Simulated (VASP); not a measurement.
An input for Ansatz (written as the equivalent of a VASP run, and not itself run):

Ansatz 0.2 input:
```yaml
crystal:
  lattice:
    - [-2.7294300, 2.7294300, 5.2768980]
    - [2.7294300, -2.7294300, 5.2768980]
    - [2.7294300, 2.7294300, -5.2768980]
  atoms:
    - { symbol: Zn, position: [0.0000000, 0.0000000, 0.0000000] }
    - { symbol: Zn, position: [0.7500000, 0.2500000, 0.5000000] }
    - { symbol: Si, position: [0.5000000, 0.5000000, 0.0000000] }
    - { symbol: Si, position: [0.2500000, 0.7500000, 0.5000000] }
    - { symbol: P, position: [0.8750000, 0.8560000, 0.4810000] }
    - { symbol: P, position: [0.1440000, 0.6250000, 0.0190000] }
    - { symbol: P, position: [0.3750000, 0.3940000, 0.5190000] }
    - { symbol: P, position: [0.6060000, 0.1250000, 0.9810000] }
kpoints:
  mp_grid: { grid: [1, 1, 1] }
hamiltonian:
  xc: pbe
  pseudopotentials: { kind: paw }
scf:
  occupations: { method: gaussian, width: 0.02 }
  max_iter: 100
output: { forces: true, stress: true, eigenvalues: true }
```

Problem. Translate this input to VASP (INCAR, KPOINTS, POSCAR, choice of POTCAR).

Solution. One answer among several that fit: 
### POSCAR
```
ZnSiP2
1
   -2.7294300000     2.7294300000     5.2768980000
    2.7294300000    -2.7294300000     5.2768980000
    2.7294300000     2.7294300000    -5.2768980000
Zn Si P
2 2 4
Direct
  0.0000000000   0.0000000000   0.0000000000
  0.7500000000   0.2500000000   0.5000000000
  0.5000000000   0.5000000000   0.0000000000
  0.2500000000   0.7500000000   0.5000000000
  0.8750000000   0.8560000000   0.4810000000
  0.1440000000   0.6250000000   0.0190000000
  0.3750000000   0.3940000000   0.5190000000
  0.6060000000   0.1250000000   0.9810000000
```

INCAR:
```
SYSTEM = ZnSiP2
PREC = Accurate
ENCUT = 300
EDIFF = 1E-6
NELM = 100
ALGO = Normal
LREAL = .FALSE.
LASPH = .TRUE.
ISMEAR = 0
SIGMA = 0.02
GGA = PE
LMAXMIX = 4
LWAVE = .FALSE.
LCHARG = .FALSE.
ISIF = 2
```

KPOINTS:
```
Automatic mesh
0
Gamma
1 1 1
0 0 0
```

POTCAR, in this order: Zn Si P (PBE.64 set). Program: vasp_std.

The two are equivalent in intent, not identical: each code has its own PAW files, so the cut-off isn't converted (ENCUT is set for VASP's; basis.ecutwfc is left out, and Ansatz then takes the one that its files recommend); Ansatz stops its SCF on the density residual and VASP on the energy change (EDIFF).

The structure is a typed ZnSiP2 crystal. The cell was not relaxed at this level. The k-mesh is coarse (spacing up to 1.63 per Å, 2π included), so the numbers may not be converged in it. The run is one of a series of settings (KPOINTS 1×1×1 Γ-centred mesh against the base run), some of them coarse on purpose.
